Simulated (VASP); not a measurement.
Calculation: AM05 GGA, VASP's PBE PAW potentials (set 64) (plane waves; VASP 6.6.1).

A VASP calculation is set up with these files.

### POSCAR
```
La2O3
1
    1.9721147236    -3.4158028102     0.0000000000
    1.9721147236     3.4158028102     0.0000000000
    0.0000000000     0.0000000000     6.1324923733
La O
2 3
Direct
  0.3333330000   0.6666670000   0.2460978663
  0.6666670000   0.3333330000   0.7539021337
  0.0000000000   0.0000000000   1.0000000000
  0.3333330000   0.6666670000   0.6458341022
  0.6666670000   0.3333330000   0.3541658978
```

### KPOINTS
```
Automatic mesh
0
Gamma
7 7 4
0 0 0
```

### INCAR
```
SYSTEM = La2O3
PREC = Accurate; ENCUT = 520; LREAL = .FALSE.
LASPH = .TRUE.
EDIFF = 1E-7; NELM = 100; ALGO = Normal
LMAXMIX = 6
ISMEAR = 0; SIGMA = 0.05
GGA = AM
IBRION = 2; NSW = 30; ISIF = 4
EDIFFG = -0.01
LWAVE = .FALSE.; LCHARG = .FALSE.
```

POTCAR, in this order: La O (PBE.64 set). Program: vasp_std.

Output of the run:

### OSZICAR
```
       N       E                     dE             d eps       ncg     rms          rms(c)
DAV:   1     0.470314004253E+03    0.47031E+03   -0.15794E+04  1352   0.254E+03
DAV:   2     0.925112214175E+02   -0.37780E+03   -0.37237E+03  1944   0.409E+02
DAV:   3    -0.286904510526E+02   -0.12120E+03   -0.11954E+03  2488   0.222E+02
DAV:   4    -0.465052544216E+02   -0.17815E+02   -0.17806E+02  2384   0.904E+01
DAV:   5    -0.474749864563E+02   -0.96973E+00   -0.96939E+00  2576   0.249E+01    0.137E+01
DAV:   6    -0.426607160950E+02    0.48143E+01   -0.44778E+01  2072   0.408E+01    0.742E+00
DAV:   7    -0.425489332676E+02    0.11178E+00   -0.49174E+00  2496   0.230E+01    0.343E+00
DAV:   8    -0.425248246336E+02    0.24109E-01   -0.45679E-01  2360   0.595E+00    0.125E+00
DAV:   9    -0.425271010593E+02   -0.22764E-02   -0.75647E-02  2432   0.240E+00    0.391E-01
DAV:  10    -0.425302173880E+02   -0.31163E-02   -0.35618E-02  2232   0.133E+00    0.194E-01
DAV:  11    -0.425315686831E+02   -0.13513E-02   -0.11789E-02  2432   0.850E-01    0.143E-01
DAV:  12    -0.425319452223E+02   -0.37654E-03   -0.26106E-03  2040   0.398E-01    0.651E-02
DAV:  13    -0.425320188287E+02   -0.73606E-04   -0.15303E-03  2304   0.268E-01    0.285E-02
DAV:  14    -0.425320311396E+02   -0.12311E-04   -0.18115E-04  2424   0.116E-01    0.100E-02
DAV:  15    -0.425320349099E+02   -0.37702E-05   -0.28290E-05  2656   0.431E-02    0.933E-03
DAV:  16    -0.425320356617E+02   -0.75185E-06   -0.10927E-05  2216   0.254E-02    0.526E-03
DAV:  17    -0.425320355231E+02    0.13857E-06   -0.74420E-06  2600   0.199E-02    0.233E-03
DAV:  18    -0.425320358237E+02   -0.30059E-06   -0.15919E-06  2472   0.936E-03    0.292E-03
DAV:  19    -0.425320357423E+02    0.81424E-07   -0.26204E-07  1640   0.490E-03
   1 F= -.42532036E+02 E0= -.42532036E+02  d E =-.425320E+02
       N       E                     dE             d eps       ncg     rms          rms(c)
DAV:   1    -0.425345491381E+02   -0.25133E-02   -0.75337E-01  2248   0.956E+00    0.306E-01
DAV:   2    -0.425364008532E+02   -0.18517E-02   -0.41100E-02  2224   0.151E+00    0.200E-01
DAV:   3    -0.425358038325E+02    0.59702E-03   -0.34912E-03  2576   0.597E-01    0.104E-01
DAV:   4    -0.425356502461E+02    0.15359E-03   -0.10885E-03  2648   0.318E-01    0.466E-02
DAV:   5    -0.425356266315E+02    0.23615E-04   -0.39365E-04  2496   0.143E-01    0.166E-02
DAV:   6    -0.425356269616E+02   -0.33003E-06   -0.35947E-05  2088   0.525E-02    0.102E-02
DAV:   7    -0.425356289126E+02   -0.19510E-05   -0.33089E-05  2312   0.397E-02    0.948E-03
DAV:   8    -0.425356274475E+02    0.14651E-05   -0.10485E-05  2368   0.251E-02    0.224E-03
DAV:   9    -0.425356276320E+02   -0.18446E-06   -0.20816E-06  2320   0.105E-02    0.156E-03
DAV:  10    -0.425356276575E+02   -0.25542E-07   -0.17825E-07  1456   0.434E-03
   2 F= -.42535628E+02 E0= -.42535628E+02  d E =-.359192E-02
       N       E                     dE             d eps       ncg     rms          rms(c)
DAV:   1    -0.425356742110E+02   -0.46579E-04   -0.21396E-02  2248   0.159E+00    0.516E-02
DAV:   2    -0.425357259900E+02   -0.51779E-04   -0.11484E-03  2248   0.253E-01    0.335E-02
DAV:   3    -0.425357092127E+02    0.16777E-04   -0.95647E-05  2536   0.101E-01    0.173E-02
DAV:   4    -0.425357050311E+02    0.41816E-05   -0.30270E-05  2640   0.530E-02    0.775E-03
DAV:   5    -0.425357044046E+02    0.62644E-06   -0.11628E-05  2520   0.243E-02    0.291E-03
DAV:   6    -0.425357043922E+02    0.12473E-07   -0.11125E-06  2032   0.927E-03    0.166E-03
DAV:   7    -0.425357044064E+02   -0.14252E-07   -0.87123E-07  1792   0.687E-03
   3 F= -.42535704E+02 E0= -.42535704E+02  d E =-.366866E-02
       N       E                     dE             d eps       ncg     rms          rms(c)
DAV:   1    -0.425364462966E+02   -0.74190E-03   -0.17754E-01  1792   0.619E+00    0.189E-01
DAV:   2    -0.425367881594E+02   -0.34186E-03   -0.12374E-02  2472   0.137E+00    0.115E-01
DAV:   3    -0.425364133306E+02    0.37483E-03   -0.11190E-03  2680   0.387E-01    0.250E-02
DAV:   4    -0.425364110517E+02    0.22788E-05   -0.83279E-05  2328   0.749E-02    0.134E-02
DAV:   5    -0.425364113212E+02   -0.26948E-06   -0.88565E-06  2408   0.256E-02    0.711E-03
DAV:   6    -0.425364113512E+02   -0.30010E-07   -0.43324E-06  2344   0.159E-02    0.359E-03
DAV:   7    -0.425364111930E+02    0.15822E-06   -0.76730E-07  1584   0.771E-03    0.130E-03
DAV:   8    -0.425364112239E+02   -0.30933E-07   -0.68841E-07  1704   0.745E-03
   4 F= -.42536411E+02 E0= -.42536411E+02  d E =-.706818E-03
       N       E                     dE             d eps       ncg     rms          rms(c)
DAV:   1    -0.425368597761E+02   -0.44858E-03   -0.37415E-01  1792   0.898E+00    0.275E-01
DAV:   2    -0.425375729818E+02   -0.71321E-03   -0.26029E-02  2448   0.198E+00    0.167E-01
DAV:   3    -0.425367878101E+02    0.78517E-03   -0.23791E-03  2672   0.562E-01    0.364E-02
DAV:   4    -0.425367829360E+02    0.48742E-05   -0.17662E-04  2304   0.109E-01    0.195E-02
DAV:   5    -0.425367835727E+02   -0.63676E-06   -0.18957E-05  2400   0.377E-02    0.105E-02
DAV:   6    -0.425367836384E+02   -0.65700E-07   -0.81027E-06  2408   0.219E-02    0.510E-03
DAV:   7    -0.425367834771E+02    0.16134E-06   -0.15272E-06  2096   0.105E-02    0.181E-03
DAV:   8    -0.425367835224E+02   -0.45262E-07   -0.11312E-06  1928   0.757E-03    0.125E-03
DAV:   9    -0.425367835228E+02   -0.46884E-09   -0.17594E-07  1200   0.482E-03
   5 F= -.42536784E+02 E0= -.42536784E+02  d E =-.107912E-02
       N       E                     dE             d eps       ncg     rms          rms(c)
DAV:   1    -0.425367020515E+02    0.81471E-04   -0.45615E-02  1760   0.180E+00    0.453E-02
DAV:   2    -0.425368967808E+02   -0.19473E-03   -0.23514E-03  2144   0.552E-01    0.283E-02
DAV:   3    -0.425368775419E+02    0.19239E-04   -0.84713E-05  2288   0.996E-02    0.170E-02
DAV:   4    -0.425368677363E+02    0.98056E-05   -0.57635E-05  2416   0.660E-02    0.508E-03
DAV:   5    -0.425368678944E+02   -0.15811E-06   -0.88540E-06  1920   0.236E-02    0.330E-03
DAV:   6    -0.425368680112E+02   -0.11683E-06   -0.25679E-06  2440   0.126E-02    0.226E-03
DAV:   7    -0.425368679472E+02    0.64075E-07   -0.34128E-07  1432   0.521E-03
   6 F= -.42536868E+02 E0= -.42536868E+02  d E =-.844243E-04
```

**OUTCAR**
```
------------------------ aborting loop because EDIFF is reached ----------------------------------------
  FORCE on cell =-STRESS in cart. coord.  units (eV):
  Direction    XX          YY          ZZ          XY          YZ          ZX
  --------------------------------------------------------------------------------------
  Total       -1.6831654     -1.6831654     -1.7184709      0.0000000      0.0000000     -0.0000000
  in kB      -32.6396436    -32.6396422    -33.3242801      0.0000000      0.0000000     -0.0000000
  external PRESSURE =     -32.8678553 kB  Pullay stress =       0.0000000 kB
  volume of cell :       82.62
      direct lattice vectors                 reciprocal lattice vectors
     1.964202040 -3.402097658 -0.000000000     0.254556298 -0.146968150 -0.000000000
     1.964202040  3.402097658  0.000000000     0.254556298  0.146968150  0.000000000
     0.000000000 -0.000000000  6.182000700     0.000000000 -0.000000000  0.161759930
 POSITION                                       TOTAL-FORCE (eV/Angst)
 -----------------------------------------------------------------------------------
      1.96420      1.13403      1.53555        -0.000000     -0.000000      0.004026
      1.96420     -1.13403      4.64645        -0.000000      0.000000     -0.004026
      0.00000     -0.00000      6.18200         0.000000      0.000000     -0.000000
      1.96420      1.13403      3.98462         0.000000     -0.000000     -0.009850
      1.96420     -1.13403      2.19738         0.000000      0.000000      0.009850
 -----------------------------------------------------------------------------------
    total drift:                                0.000000      0.000000      0.000000
  FREE ENERGIE OF THE ION-ELECTRON SYSTEM (eV)
  ---------------------------------------------------
  free  energy   TOTEN  =       -42.5368679472 eV

  energy  without entropy=      -42.5368679472  energy(sigma->0) =      -42.53686795

 reached required accuracy - stopping structural energy minimisation
```
(Selected blocks of OUTCAR.)

CONTCAR:
```
La2O3
   1.00000000000000
     1.9642020403693810   -3.4020976583319809   -0.0000000000000000
     1.9642020403693810    3.4020976583319809    0.0000000000000000
     0.0000000000000000   -0.0000000000000000    6.1820006999118018
  La              O
     2     3
Direct
     0.3333330000000032    0.6666669999999968    0.2483908030070655
     0.6666669999999968    0.3333330000000032    0.7516091969929346
     0.0000000000000000    0.0000000000000000    1.0000000000000000
     0.3333330000000032    0.6666669999999968    0.6445517638336508
     0.6666669999999968    0.3333330000000032    0.3554482361663491
```

The compound is La2O3 in the a-type structure. This cell is one point of a volume scan, at 1.03 of the reference volume. Symmetry was kept, so distortions that lower it aren't found.
